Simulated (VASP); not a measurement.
Method: PBE GGA, VASP's PBE PAW potentials (set 64) (plane waves; VASP 6.6.1).

VASP ran on this input.

### INCAR
```
ALGO=Fast
EDIFF=1E-6
ENCUT=400
GGA=PE
ISMEAR=0
ISPIN=2
ISYM=0
LASPH=.TRUE.
LCHARG=.FALSE.
LHYPERFINE=.TRUE.
LMAXMIX=4
LORBIT=11
LREAL=Auto
LWAVE=.FALSE.
MAGMOM=71*0.0282
NELECT=286.0
NELM=100
NELMIN=4
NUPDOWN=2
PREC=Normal
SIGMA=0.05
SYSTEM=Al35GeN35
```

POSCAR:
```
Al35GeN35
20.0384050
  0.2342136341  -0.4056699132   0.0000000000
  0.2342136341   0.4056699132   0.0000000000
  0.0000000000   0.0000000000   0.5000000058
Al N Ge
35 35 1
Direct
  0.2227031420   0.1123520747   0.2508675902
  0.1108220554   0.2222475523   0.9979133230
  0.2228407615   0.1103981175   0.7515718519
  0.1126456044   0.2203961688   0.5069322471
  0.2380599538   0.4522369201   0.2331519010
  0.1107735197   0.5550013186   0.9978905808
  0.2241589091   0.4452623754   0.7450806497
  0.1127155303   0.5586779905   0.5068827889
  0.2227434337   0.7767604177   0.2508247762
  0.1112958643   0.8887815897   0.0012523510
  0.2228909204   0.7788019110   0.7515772072
  0.1093960451   0.8878240817   0.5015688390
  0.5555482735   0.1110303939   0.2535762876
  0.4457106081   0.2205389047   0.0018927962
  0.5548541936   0.1106450172   0.7489505485
  0.4449342673   0.2250673331   0.4982972084
  0.5560372260   0.4467876734   0.2439710989
  0.4490718003   0.5578153855   0.9677559445
  0.5578350585   0.4425233527   0.7537053070
  0.5560463875   0.7756849940   0.2440721517
  0.4457295032   0.8915993827   0.0018845266
  0.5578981920   0.7817700217   0.7536292929
  0.4450061507   0.8863866996   0.4982752091
  0.8927858135   0.1134756264   0.2514720952
  0.7774262251   0.2219370163   0.0011877596
  0.8869064984   0.1091868127   0.7520248684
  0.7787730358   0.2226208654   0.5000869891
  0.8927207597   0.4457598073   0.2515247290
  0.7798386347   0.5550603055   0.0024145778
  0.8868728361   0.4440437568   0.7519672661
  0.7741971067   0.5545161741   0.4984412825
  0.8901776098   0.7783256207   0.2511111063
  0.7798448712   0.8911831458   0.0024349676
  0.8871465722   0.7767488389   0.7496475285
  0.7742621910   0.8861775421   0.4984555964
  0.2201795127   0.1068711293   0.4420016725
  0.1124655357   0.2219713504   0.1881571232
  0.2232293454   0.1103122212   0.9419496379
  0.1073745273   0.2159851977   0.6976707067
  0.1124348921   0.5568774325   0.1881606041
  0.2131710528   0.4398095863   0.9420844106
  0.1073556436   0.5577194221   0.6976924807
  0.2201805272   0.7796411294   0.4419113904
  0.1119496397   0.8891959024   0.1920657570
  0.2233141595   0.7793271075   0.9419820392
  0.1103701852   0.8883308193   0.6926906183
  0.5555600067   0.1110228110   0.4441511660
  0.4433250829   0.2192619309   0.1912299624
  0.5562305926   0.1113471345   0.9404415521
  0.4437075616   0.2214156872   0.6903868501
  0.5646239669   0.4348371413   0.4301366092
  0.4572625137   0.5618532546   0.1655172526
  0.5639012506   0.4364695775   0.9440480550
  0.4502359212   0.5583086846   0.7541763752
  0.5646129725   0.7961970780   0.4302273140
  0.4434178093   0.8904884869   0.1912712125
  0.5639587161   0.7939491689   0.9439790639
  0.4437446303   0.8887354338   0.6903303479
  0.8925970141   0.1129787013   0.4428716826
  0.7784060368   0.2224551573   0.1932390788
  0.8883782125   0.1113663943   0.9422512726
  0.7777145624   0.2220372207   0.6920473990
  0.8926916655   0.4461210343   0.4428956811
  0.7837597023   0.5578953183   0.1916479862
  0.8883353802   0.4434088613   0.9421959487
  0.7778378841   0.5553098564   0.6900032265
  0.8889778636   0.7777195653   0.4423714813
  0.7837199292   0.8923038026   0.1916921921
  0.8889823585   0.7776562694   0.9410986197
  0.7779097607   0.8889450470   0.6900205572
  0.3465330298   0.5065268963   0.4669864284
```

**KPOINTS**
```
kpoints
0
gamma
1 1 1
0 0 0
```

POTCAR, in this order: Al N Ge (PBE.64 set). Program: vasp_gam. Read from the step before: WAVECAR.

Output

OSZICAR:
```
       N       E                     dE             d eps       ncg     rms          rms(c)
DAV:   1    -0.499079771158E+03   -0.49908E+03   -0.88262E-06   768   0.721E-03    0.255E-03
RMM:   2    -0.499079770992E+03    0.16687E-06   -0.13246E-06   442   0.286E-03    0.168E-03
RMM:   3    -0.499079770961E+03    0.30896E-07   -0.64044E-07   546   0.156E-03    0.836E-04
RMM:   4    -0.499079770965E+03   -0.45184E-08   -0.10893E-07   355   0.716E-04
   1 F= -.49907977E+03 E0= -.49907977E+03  d E =-.642554E-14  mag=     2.0000
```

OUTCAR:
```
------------------------ aborting loop because EDIFF is reached ----------------------------------------
  FORCE on cell =-STRESS in cart. coord.  units (eV):
  Direction    XX          YY          ZZ          XY          YZ          ZX
  --------------------------------------------------------------------------------------
  Total       17.7262060     19.8020013     14.3744785      1.5691925      1.4702534     -2.5541665
  in kB       37.1494122     41.4997270     30.1250831      3.2886101      3.0812600     -5.3528534
  external PRESSURE =      36.2580741 kB  Pullay stress =       0.0000000 kB
  volume of cell :      764.49
      direct lattice vectors                 reciprocal lattice vectors
     4.693267657 -8.128978018  0.000000000     0.106535582 -0.061508347  0.000000000
     4.693267657  8.128978018  0.000000000     0.106535582  0.061508347  0.000000000
     0.000000000  0.000000000 10.019202616     0.000000000  0.000000000  0.099808342
 POSITION                                       TOTAL-FORCE (eV/Angst)
 -----------------------------------------------------------------------------------
      1.57250     -0.89704      2.51349         0.002517     -0.001893     -0.005291
      1.56318      0.90578      9.99830         0.004440      0.001016      0.001703
      1.56398     -0.91404      7.53015        -0.002284     -0.007372      0.003700
      1.56305      0.87590      5.07906        -0.002674     -0.003569     -0.000726
      3.23975      1.74104      2.33600         0.004655     -0.000739     -0.011201
      3.12466      3.61112      9.99807        -0.002038     -0.011441      0.006435
      3.14177      1.79735      7.46511         0.003090     -0.001227     -0.001077
      3.15103      3.62522      5.07856        -0.002419      0.005087      0.008870
      4.69094      4.50359      2.51306        -0.000211      0.000471     -0.009499
      4.69363      6.32016      0.01255         0.009096      0.005635     -0.005356
      4.70121      4.51899      7.53020         0.003402      0.007026      0.002391
      4.68022      6.32782      5.02532         0.007109      0.004729     -0.005537
      3.12843     -3.61348      2.54063        -0.009339     -0.002101     -0.000789
      3.12689     -1.83042      0.01896        -0.004924      0.011550     -0.001413
      3.12337     -3.61097      7.50389        -0.018261      0.005400     -0.008397
      3.14450     -1.78729      4.99254        -0.005783     -0.005780     -0.006746
      4.70653     -0.88809      2.44440        -0.000550     -0.003835      0.010755
      4.72559      0.88397      9.69614         0.001845     -0.008167      0.014253
      4.69495     -0.93737      7.55153        -0.010219      0.004521      0.002130
      6.25017      1.78544      2.44541         0.000228     -0.000475      0.005383
      6.27644      3.62447      0.01888        -0.001234     -0.001556      0.006377
      6.28742      1.81985      7.55076        -0.019643      0.004010      0.004733
      6.24858      3.58797      4.99232        -0.006686      0.013425     -0.008114
      4.72265     -6.33500      2.51955         0.003330     -0.002461      0.002123
      4.69028     -4.51556      0.01190        -0.002011      0.001114      0.007944
      4.67493     -6.32207      7.53469         0.007435     -0.000293      0.001055
      4.69981     -4.52095      5.01047         0.001521     -0.000633     -0.002148
      6.28185     -3.63334      2.52008         0.013799     -0.010399     -0.002628
      6.26504     -1.82722      0.02419        -0.007763     -0.002585      0.002214
      6.24635     -3.59975      7.53411         0.007810     -0.000833      0.002222
      6.23601     -1.78578      4.99398         0.006346     -0.009135     -0.015497
      7.83073     -0.90924      2.51593         0.002020     -0.003737      0.001457
      7.84258      0.90507      0.02440         0.002326      0.006466      0.001238
      7.80911     -0.89742      7.51087         0.003110     -0.006889     -0.006608
      7.79289      0.90976      4.99413         0.004161     -0.000028     -0.018012
      1.53494     -0.92108      4.42850        -0.001660      0.013808     -0.005621
      1.56960      0.89017      1.88518        -0.000165     -0.006313      0.002748
      1.56540     -0.91790      9.43758        -0.006001      0.000998      0.011634
      1.51761      0.88289      6.99010        -0.020604      0.002520      0.010662
      3.14126      3.61286      1.88522         0.008884      0.003305     -0.001065
      3.06461      1.84234      9.43893        -0.007119      0.003221      0.003496
      3.12138      3.66100      6.99032        -0.004941      0.017105      0.004835
      4.69243      4.54784      4.42760        -0.001508     -0.007034      0.001410
      4.69864      6.31822      1.92435         0.002556     -0.007251     -0.005525
      4.70566      4.51982      9.43791        -0.007257      0.007381      0.005938
      4.68717      6.32402      6.94021         0.000766      0.000755     -0.003323
      3.12845     -3.61363      4.45004         0.008394     -0.004612     -0.014426
      3.10970     -1.82140      1.91597         0.012281      0.000767     -0.004748
      3.13312     -3.61645      9.42247        -0.001595     -0.002921      0.010831
      3.12160     -1.80701      6.91713        -0.000834      0.005172     -0.007677
      4.69074     -1.05503      4.30963         0.003804     -0.002618      0.004046
      4.78298      0.85022      1.65835         0.011916     -0.001363      0.006599
      4.69501     -1.03589      9.45861         0.010714     -0.002780      0.006833
      4.73337      0.87852      7.55625         0.001933      0.011164      0.007528
      6.38665      1.88254      4.31053         0.008934     -0.005745      0.004282
      6.26038      3.63423      1.91639         0.005563     -0.003469     -0.009538
      6.37303      1.86959      9.45792         0.007685     -0.010894      0.006951
      6.25369      3.61732      6.91656        -0.006942     -0.000950     -0.001570
      4.71944     -6.33750      4.43722         0.004283     -0.004667     -0.000664
      4.69731     -4.51931      1.93610         0.002586     -0.004428      0.002537
      4.69207     -6.31631      9.44061        -0.003054      0.000237      0.005489
      4.69210     -4.51709      6.93376         0.004815     -0.004120     -0.006480
      6.28341     -3.63016      4.43746        -0.000822      0.002212      0.000090
      6.29675     -1.83605      1.92016        -0.003341     -0.006145      0.000158
      6.25023     -3.61680      9.44005         0.000201     -0.000620      0.007067
      6.25682     -1.80893      6.91328        -0.004063     -0.003270      0.000292
      7.82226     -0.90442      4.43221        -0.004199      0.000187     -0.009501
      7.86603      0.88268      1.92060         0.006582      0.007045     -0.004393
      7.82198     -0.90497      9.42906         0.002090      0.004558      0.006899
      7.82300      0.90260      6.91346         0.000970      0.005810     -0.001870
      4.00364      1.30059      4.67883        -0.023054      0.007654     -0.009871
 -----------------------------------------------------------------------------------
    total drift:                               -0.012339      0.009519      0.058270
  FREE ENERGIE OF THE ION-ELECTRON SYSTEM (eV)
  ---------------------------------------------------
  free  energy   TOTEN  =      -499.0797709652 eV

  energy  without entropy=     -499.0797709652  energy(sigma->0) =     -499.07977097

 total charge

# of ion       s       p       d       tot
------------------------------------------
    1        0.363   0.437   0.000   0.800
    2        0.366   0.448   0.000   0.814
    3        0.365   0.444   0.000   0.809
    4        0.377   0.420   0.000   0.798
    5        0.372   0.424   0.000   0.796
    6        0.366   0.448   0.000   0.814
    7        0.354   0.427   0.000   0.781
    8        0.377   0.421   0.000   0.798
    9        0.363   0.437   0.000   0.800
   10        0.364   0.438   0.000   0.803
   11        0.365   0.444   0.000   0.808
   12        0.369   0.448   0.000   0.817
   13        0.364   0.436   0.000   0.800
...
```
(Selected blocks of OUTCAR.)

At this cut-off the stress carries a Pulay error, which pulls relaxed volumes low. The cell is charged, with a uniform compensating background.  The supercell is sampled at Γ alone, which is coarse: total energies, pressure and levels can be off, energies of defects by several tenths of an eV.

The cell is a supercell with a defect, built from AlN (wurtzite): Ge_Al-vac_N, charge -2.
